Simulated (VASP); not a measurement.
Computed with LDA (Ceperley-Alder, Perdew-Zunger), VASP's LDA PAW potentials (set 64) (plane waves; VASP).

VASP ran on this input.

**POSCAR**
```
MoSeS
3.1926740
  0.9999999888   0.0000000000   0.0000000000
 -0.4999999944   0.8660253095   0.0000000000
  0.0000000000   0.0000000000   3.9046574395
Mo Se S
2 2 2
Cartesian
  0.0000000000   0.0000000000   1.0245357584
  0.0000000000   0.0000000000   2.8801216811
  0.5000004944   0.2886748145   3.4100022955
 -0.0000005000   0.5773504950   0.4946551440
 -0.0000005000   0.5773504950   1.4993261810
  0.5000004944   0.2886748145   2.4053312585
```

File KPOINTS:
```
Regular mesh
0
G
 9 9 2
0 0 0
```

**INCAR**
```
NEDOS  =  601
ALGO  =  Normal
LWAVE  =  F
PREC  =  Accurate
LREAL  =  F
LORBIT  =  11
LMAXMIX  =  4
ISMEAR  =  -5   # tetrahedra, Bloechl
ISIF  =  2   # forces and stress, cell fixed
LCHARG  =  T
NELM  =  100   # most electronic steps
EDIFF  =  1E-7   # SCF stop (eV)
SYSTEM  =  MoSeS
LASPH  =  T   # aspherical one-centre terms
LEFG  =  T
ENCUT  =  400
```

POTCAR, in this order: Mo_sv Se S (LDA.64 set). Program: vasp_std.

What VASP printed:

File OSZICAR:
```
       N       E                     dE             d eps       ncg     rms          rms(c)
DAV:   1     0.398333164093E+03    0.39833E+03   -0.25764E+04  1688   0.130E+03
DAV:   2    -0.248716311769E+02   -0.42320E+03   -0.41352E+03  1810   0.369E+02
DAV:   3    -0.489782858260E+02   -0.24107E+02   -0.23946E+02  1899   0.749E+01
DAV:   4    -0.494682236029E+02   -0.48994E+00   -0.48890E+00  1810   0.109E+01
DAV:   5    -0.494790603053E+02   -0.10837E-01   -0.10833E-01  1894   0.148E+00    0.325E+01
DAV:   6    -0.476544477025E+02    0.18246E+01   -0.17119E+01  1744   0.237E+01    0.101E+01
DAV:   7    -0.473227998090E+02    0.33165E+00   -0.83749E+00  1697   0.152E+01    0.805E+00
DAV:   8    -0.470050215095E+02    0.31778E+00   -0.14318E+00  1850   0.684E+00    0.255E+00
DAV:   9    -0.470103732417E+02   -0.53517E-02   -0.13932E-01  2017   0.179E+00    0.111E+00
DAV:  10    -0.470030675065E+02    0.73057E-02   -0.54720E-02  1869   0.139E+00    0.259E-01
DAV:  11    -0.470028931002E+02    0.17441E-03   -0.22726E-03  1840   0.268E-01    0.131E-01
DAV:  12    -0.470028392690E+02    0.53831E-04   -0.22750E-04  1914   0.731E-02    0.744E-02
DAV:  13    -0.470028225605E+02    0.16709E-04   -0.12950E-04  1971   0.594E-02    0.104E-02
DAV:  14    -0.470028227173E+02   -0.15681E-06   -0.66303E-06  1851   0.154E-02    0.715E-03
DAV:  15    -0.470028226679E+02    0.49398E-07   -0.39761E-07  1591   0.419E-03
   1 F= -.47002823E+02 E0= -.47002823E+02  d E =0.000000E+00
```

File OUTCAR:
```
------------------------ aborting loop because EDIFF is reached ----------------------------------------
  FORCE on cell =-STRESS in cart. coord.  units (eV):
  Direction    XX          YY          ZZ          XY          YZ          ZX
  --------------------------------------------------------------------------------------
  Total       -0.0940616     -0.0940616      0.0209163      0.0000000     -0.0000000     -0.0000000
  in kB       -1.3694482     -1.3694479      0.3045223      0.0000000     -0.0000000     -0.0000000
  external PRESSURE =      -0.8114580 kB  Pullay stress =       0.0000000 kB
  volume of cell :      110.05
      direct lattice vectors                 reciprocal lattice vectors
     3.192673964  0.000000000  0.000000000     0.313217075  0.180835980  0.000000000
    -1.596336982  2.764936489  0.000000000     0.000000000  0.361671960  0.000000000
     0.000000000  0.000000000 12.466298286     0.000000000  0.000000000  0.080216274
 POSITION                                       TOTAL-FORCE (eV/Angst)
 -----------------------------------------------------------------------------------
      0.00000      0.00000      3.27101         0.000000      0.000000      0.019735
      0.00000      0.00000      9.19529         0.000000     -0.000000     -0.019735
      1.59634      0.92164     10.88703        -0.000000     -0.000000     -0.016636
     -0.00000      1.84329      1.57927         0.000000      0.000000      0.016636
     -0.00000      1.84329      4.78686         0.000000      0.000000      0.009822
      1.59634      0.92164      7.67944        -0.000000      0.000000     -0.009822
 -----------------------------------------------------------------------------------
    total drift:                                0.000000      0.000000      0.000000
  FREE ENERGIE OF THE ION-ELECTRON SYSTEM (eV)
  ---------------------------------------------------
  free  energy   TOTEN  =       -47.0028226679 eV

  energy  without entropy=      -47.0028226679  energy(sigma->0) =      -47.00282267

 total charge

# of ion       s       p       d       tot
------------------------------------------
    1        2.293   6.216   4.019  12.529
    2        2.293   6.216   4.019  12.529
    3        1.486   2.348   0.071   3.905
    4        1.486   2.348   0.071   3.905
    5        1.361   2.336   0.000   3.697
    6        1.361   2.336   0.000   3.697
--------------------------------------------------
tot         10.281  21.801   8.179  40.261
```
(Selected blocks of OUTCAR.)

The structure comes from a computed database's MoSeS entry (P-3m1); how it stands against other phases isn't given here. It was relaxed first, which changed the volume by -12 %.
